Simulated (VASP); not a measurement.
# MnCd4 (I4/m) in VASP: reference runs

How does MnCd4 come out in PBE? The cell is run as given.

All numbers are computed with VASP 6.6.1; they aren't measurements. Logs are shortened: lines on timing, memory, paths and dates and some standing lists are left out, and cuts for length are marked.

### 1 The crystal as given

Symmetry: I4/m, No. 87, tetragonal system. Conventional cell: a = 6.814 Å, b = 6.814 Å, c = 4.221 Å, α = 90.00°, β = 90.00°, γ = 90.00°. Mn (site symmetry 4/m) is surrounded by 12 Cd at 3.02 to 3.05 Å. Cd (site symmetry m) is surrounded by 9 Cd at 3.01 to 3.06 Å and 3 Mn at 3.02 to 3.05 Å.

The cell was built by a generator and needn't be a form met in nature.

### 2 Single point, PBE, collinear spin, ferromagnetic start

Contents of INCAR:

```
ALGO = Normal
EDIFF = 1E-7
ENCUT = 520
GGA = PE
ISIF = 2
ISMEAR = -1
ISPIN = 2
LASPH = T
LCHARG = T
LELF = T
LMAXMIX = 4
LORBIT = 11
LREAL = F
LVHAR = T
LWAVE = F
MAGMOM = 4 0 0 0 0
NBANDS = 42
NELM = 100
PREC = Accurate
SIGMA = 0.05
```

Contents of KPOINTS:

```
k-points
0
Gamma
  8 8 8
```

Contents of POSCAR:

```
MnCd4
1.0
   -3.4072209200      3.4072209200      2.1107122400
    3.4072209200     -3.4072209200      2.1107122400
    3.4072209200      3.4072209200     -2.1107122400
Mn Cd
1 4
Direct
    0.0000000000      0.0000000000      0.0000000000
    0.5998418600      0.8010417500      0.4008836200
    0.4001581400      0.1989582500      0.5991163800
    0.8010417500      0.4001581400      0.2011998900
    0.1989582500      0.5998418600      0.7988001100
```

Potentials or basis: VASP PAW PBE potentials, release 64 (Mn_pv, Cd).

Started as:

```bash
$ cat potpaw_PBE.64/Mn_pv/POTCAR potpaw_PBE.64/Cd/POTCAR > POTCAR
$ mpirun -np 1 vasp_std > vasp.out
```

OUTCAR:

```text
EDIFF = 1E-7
   ENCUT = 520
   GGA = PE
   ISIF = 2
   ISMEAR = -1
   ISPIN = 2
   LASPH = T
   LORBIT = 11
   LREAL = F
   NELM = 100
   PREC = Accurate

 ion  position               nearest neighbor table
   1  0.000  0.000  0.000-   5 3.02   4 3.02   4 3.02   5 3.02   2 3.02   3 3.02   3 3.02   2 3.02
                             2 3.05   3 3.05   4 3.05   5 3.05
   2  0.600  0.801  0.401-   5 3.01   5 3.01   4 3.01   4 3.01   1 3.02   1 3.02   3 3.02   3 3.02
                             3 3.03   1 3.05   4 3.06   5 3.06
   3  0.400  0.199  0.599-   4 3.01   4 3.01   5 3.01   5 3.01   1 3.02   1 3.02   2 3.02   2 3.02
                             2 3.03   1 3.05   5 3.06   4 3.06
   4  0.801  0.400  0.201-   3 3.01   3 3.01   2 3.01   2 3.01   1 3.02   1 3.02   5 3.02   5 3.02
                             5 3.03   1 3.05   2 3.06   3 3.06
   5  0.199  0.600  0.799-   2 3.01   2 3.01   3 3.01   3 3.01   1 3.02   1 3.02   4 3.02   4 3.02
                             4 3.03   1 3.05   3 3.06   2 3.06

  LATTYP: Found a body centered tetragonal cell.
 ALAT       =     6.8144418400
 C/A-ratio  =     0.6194820616

  Lattice vectors:

 A1 = (  -3.4072209200,   3.4072209200,   2.1107122400)
 A2 = (   3.4072209200,  -3.4072209200,   2.1107122400)
 A3 = (   3.4072209200,   3.4072209200,  -2.1107122400)

Analysis of symmetry for initial positions (statically):
=====================================================================
 Subroutine PRICEL returns:
 Original cell was already a primitive cell.

 Routine SETGRP: Setting up the symmetry group for a
 body centered tetragonal supercell.

 Subroutine GETGRP returns: Found  8 space group operations
 (whereof  8 operations were pure point group operations)
 out of a pool of 16 trial point group operations.

The static configuration has the point symmetry C_4h.

Analysis of symmetry for dynamics (positions and initial velocities):
=====================================================================
 Subroutine PRICEL returns:
 Original cell was already a primitive cell.

 Routine SETGRP: Setting up the symmetry group for a
 body centered tetragonal supercell.

 Subroutine GETGRP returns: Found  8 space group operations
 (whereof  8 operations were pure point group operations)
 out of a pool of 16 trial point group operations.

The dynamic configuration has the point symmetry C_4h.

Analysis of structural, dynamic, and magnetic symmetry:
=====================================================================
 Subroutine PRICEL returns:
 Original cell was already a primitive cell.

 Routine SETGRP: Setting up the symmetry group for a
 body centered tetragonal supercell.

 Subroutine GETGRP returns: Found  8 space group operations
 (whereof  8 operations were pure point group operations)
 out of a pool of 16 trial point group operations.

The overall configuration has the point symmetry C_4h.

 Subroutine INISYM returns: Found  8 space group operations
 (whereof  8 operations are pure point group operations),
 and found     1 'primitive' translations

----------------------------------------------------------------------------------------

                                     Primitive cell

  volume of cell :      98.0143

  direct lattice vectors                    reciprocal lattice vectors
    -3.407220920  3.407220920  2.110712240     0.000000000  0.146747162  0.236886862
     3.407220920 -3.407220920  2.110712240     0.146747162  0.000000000  0.236886862
     3.407220920  3.407220920 -2.110712240     0.146747162  0.146747162  0.000000000

  length of vectors
     5.260552723  5.260552723  5.260552723     0.278657702  0.278657702  0.207531827

  position of ions in fractional coordinates (direct lattice)
     0.000000000  0.000000000  0.000000000
     0.599841860  0.801041750  0.400883620
     0.400158140  0.198958250  0.599116380
     0.801041750  0.400158140  0.201199890
     0.198958250  0.599841860  0.798800110

  ion indices of the primitive-cell ions
   primitive index   ion index
                 1           1
                 2           2
                 3           3
                 4           4
                 5           5

[... 24 lines left out ...]
 Found     78 irreducible k-points:

 Following reciprocal coordinates:
            Coordinates               Weight
  0.000000  0.000000  0.000000      1.000000
  0.125000  0.000000  0.000000      8.000000
  0.250000  0.000000  0.000000      8.000000
  0.375000  0.000000 -0.000000      8.000000
  0.500000  0.000000  0.000000      4.000000
  0.125000  0.125000  0.000000      8.000000
[... 16 lines left out ...]
 -0.375000  0.250000  0.000000      8.000000
 -0.250000  0.375000 -0.000000      8.000000
 [... further k-points ...]
   k-points           NKPTS =     78   k-points in BZ     NKDIM =     78   number of bands    NBANDS=     42
   number of dos      NEDOS =    301   number of ions     NIONS =      5
   total plane-waves  NPLWV =  64000
   dimension x,y,z NGX =    40 NGY =   40 NGZ =   40
   dimension x,y,z NGXF=    80 NGYF=   80 NGZF=   80
   ions per type =               1   4
   NGX,Y,Z   is equivalent  to a cutoff of  12.64, 12.64, 12.64 a.u.
   NGXF,Y,Z  is equivalent  to a cutoff of  25.28, 25.28, 25.28 a.u.
 SYSTEM =  unknown system
   PREC   = accura    normal or accurate (medium, high low for compatibility)
   ISTART =      0    job   : 0-new  1-cont  2-samecut
   ICHARG =      2    charge: 1-file 2-atom 10-const
   ISPIN  =      2    spin polarized calculation?
   LNONCOLLINEAR =      F non collinear calculations
   LSORBIT =      F    spin-orbit coupling
   LASPH  =      T    aspherical Exc in radial PAW
   ENCUT  =  520.0 eV  38.22 Ry    6.18 a.u.   9.78  9.78  9.78*2*pi/ulx,y,z
   NELM   =    100;   NELMIN=  2; NELMDL= -5     # of ELM steps
   EDIFF  = 0.1E-06   stopping-criterion for ELM
   LREAL  =      F    real-space projection
   EDIFFG = 0.1E-05   stopping-criterion for IOM
   NSW    =      0    number of steps for IOM
   IBRION =     -1    ionic relax: 0-MD 1-quasi-New 2-CG
   NFREE  =      0    steps in history (QN), initial steepest desc. (CG)
   ISIF   =      2    stress and relaxation
   ISYM   =      2    0-nonsym 1-usesym 2-fastsym
   POTIM  = 0.5000    time-step for ionic-motion
   TEBEG  =    0.0;   TEEND  =   0.0 temperature during run
   PSTRESS=    0.0 pullay stress
   NELECT =      61.0000    total number of electrons
   NUPDOWN=      -1.0000    fix difference up-down
   EMIN   =  10.00;   EMAX   =-10.00  energy-range for DOS
   EFERMI =   0.00;   METHOD = LEGACY
   ISMEAR =    -1;   SIGMA  =   0.05  broadening in eV -4-tet -1-fermi 0-gaus
   EFERMI_NEDOS =   21; number of points for ismear=-14 and -15
   IALGO  =     38    algorithm
   IMIX   =      4    mixing-type and parameters
     AMIX     =   0.40;   BMIX     =  1.00
     AMIX_MAG =   1.60;   BMIX_MAG =  1.00
  volume/ion in A,a.u.               =      19.60       132.29
  Fermi-wavevector in a.u.,A,eV,Ry     =   1.397724  2.641316 26.580801  1.953634
  Thomas-Fermi vector in A             =   2.520953
   LORBIT       =     11    0 simple, 1 ext, 2 COOP (PROOUT), +10 PAW based schemes
   GGA     = PE    functional components
   LHFCALC =     F    Hartree Fock is set to
   AEXX    =    0.0000 exact exchange contribution
   IVDW    =     0    specifies the selected vdW correction
   LEPSILON=     F    determine dielectric tensor
   LRPA    =     F    only Hartree local field effects (RPA)
 spin polarized calculation
  energy-cutoff  :      520.00
  volume of cell :       98.01
 maximum number of plane-waves:      2656
   NGX = 19   NGY = 19   NGZ = 19

 number of electron      60.9999974 magnetization       3.5683813

 Free energy of the ion-electron system (eV)
  ---------------------------------------------------
  ext. energy  EPLUGINS =         0.00000000
  ---------------------------------------------------
  free energy    TOTEN  =       -11.05614593 eV

  energy without entropy =      -11.03247292  energy(sigma->0) =      -11.04430943

 E-fermi :   3.8811     XC(G=0): -11.3821

 val. band max:        3.8744437255   @ k =   0.2500   0.2500   0.2500
 cond. band min:       3.8860031397   @ k =  -0.2500   0.2500  -0.1250
 fundamental gap:      0.0115594141
 Fermi energy:         3.8811305622

 spin component 1

 k-point     1 :       0.0000    0.0000    0.0000
  band No.  band energies     occupation
      1     -46.2165      1.00000
      2     -46.2006      1.00000
      3     -46.2006      1.00000
      4      -5.6684      1.00000
      5      -5.6681      1.00000
      6      -5.6681      1.00000
[... 1069 lines left out ...]
     41      10.2626      0.00000
     42      12.1302      0.00000

 [... further k-points ...]

 spin component 2

 k-point     1 :       0.0000    0.0000    0.0000
  band No.  band energies     occupation
      1     -42.3435      1.00000
      2     -42.3430      1.00000
      3     -42.3430      1.00000
      4      -5.6885      1.00000
      5      -5.6875      1.00000
      6      -5.6875      1.00000
[... 1069 lines left out ...]
     41      10.7168      0.00000
     42      12.2506      0.00000

 [... further k-points ...]
[... 5 lines left out ...]
  --------------------------------------------------------------------------------------
  -------------------------------------------------------------------------------------
  Total        1.4802583      1.4802583      2.4106048      0.0000004     -0.0000000      0.0000000
  in kB       24.1968304     24.1968304     39.4046067      0.0000067     -0.0000000      0.0000000
  external PRESSURE =      29.2660891 kB  Pullay stress =       0.0000000 kB

 VOLUME and BASIS-vectors are now :
 -----------------------------------------------------------------------------
  energy-cutoff  :      520.00
  volume of cell :       98.01
      direct lattice vectors                 reciprocal lattice vectors
    -3.407220920  3.407220920  2.110712240     0.000000000  0.146747162  0.236886862
     3.407220920 -3.407220920  2.110712240     0.146747162  0.000000000  0.236886862
     3.407220920  3.407220920 -2.110712240     0.146747162  0.146747162  0.000000000

 POSITION                                       TOTAL-FORCE (eV/Angst)
 -----------------------------------------------------------------------------------
      0.00000      0.00000      0.00000        -0.000000      0.000000      0.000000
      2.05143      0.68037      2.11071        -0.333002      0.058922      0.000000
      1.35579      2.72685      0.00000         0.333002     -0.058922     -0.000000
     -0.68037      2.05143      2.11071        -0.058922     -0.333002      0.000000
      4.08759      1.35579     -0.00000         0.058922      0.333002     -0.000000
 -----------------------------------------------------------------------------------
    total drift:                               -0.000000     -0.000000     -0.000000

  FREE ENERGIE OF THE ION-ELECTRON SYSTEM (eV)
  ---------------------------------------------------
  free  energy   TOTEN  =       -11.0561459323 eV

  energy  without entropy=      -11.0324729200  energy(sigma->0) =      -11.04430943

 total charge

# of ion       s       p       d       tot
------------------------------------------
    1        0.252   6.156   4.987  11.394
    2        0.521   0.353   9.477  10.351
    3        0.521   0.353   9.477  10.351
    4        0.521   0.353   9.477  10.351
    5        0.521   0.353   9.477  10.351
--------------------------------------------------
tot          2.336   7.566  42.897  52.798

 magnetization (x)

# of ion       s       p       d       tot
------------------------------------------
    1        0.033   0.027   3.623   3.683
    2       -0.027  -0.020   0.003  -0.044
    3       -0.027  -0.020   0.003  -0.044
    4       -0.027  -0.020   0.003  -0.044
    5       -0.027  -0.020   0.003  -0.044
--------------------------------------------------
tot         -0.075  -0.052   3.635   3.508
```

Run time: 9.6 min. Hardware: 1 thread of Intel Xeon Platinum 8259CL at 2.50GHz (Skylake/Cascade Lake), shared host; peak memory 0.59 GiB.

Results:

* Free energy: -11.0561 eV
* Pressure: 2.9 GPa
* Largest force: 0.338 eV/Å
* Band gap on the k mesh: none (metal or under the smearing width)
* Net moment: 3.57 μB per cell
* Site moments: Mn +3.68; Cd -0.04 μB
* Valence electrons inside the program's atomic spheres: Mn 11.39; Cd 10.35

Forces on the atoms (eV/Å):
```
Mn   0.000  0.000  0.000
Cd  -0.333  0.059  0.000
Cd   0.333 -0.059  0.000
Cd  -0.059 -0.333  0.000
Cd   0.059  0.333  0.000
```

Stress tensor (GPa, compression positive):
```
2.42 0.00 0.00
0.00 2.42 0.00
0.00 0.00 3.94
```
